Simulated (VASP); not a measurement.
Energy against volume of Al3Sc (L1_2). These are TPSS meta-GGA, VASP's PBE PAW potentials (set 64) (plane waves; VASP) values and carry that method's errors. Numerical set-up: 520 eV cut-off, 8×8×8 Γ-centred mesh, first-order Methfessel-Paxton smearing of 0.10 eV, potentials Sc_sv Al.

| V (Å³/atom) | E (eV/atom) |
|---|---|
| 16.458 | -9.67307 |
| 16.967 | -9.67863 |
| 17.476 | -9.67526 |
| 17.985 | -9.66442 |

Problem. Fit these four points and predict the energy of the run at 15.949 Å³/atom.

Solution. A cubic in V^(−2/3), the third-order Birch-Murnaghan form, passes through the four points with V0 = 17.01 Å³/atom and B0 = 92 GPa, and gives -9.6568 eV/atom there. The run gave -9.6571 eV/atom, -0.3 meV/atom from the fit; all five points give B0 = 92 GPa.

The compound is Al3Sc in the L1_2 structure. It was relaxed first.
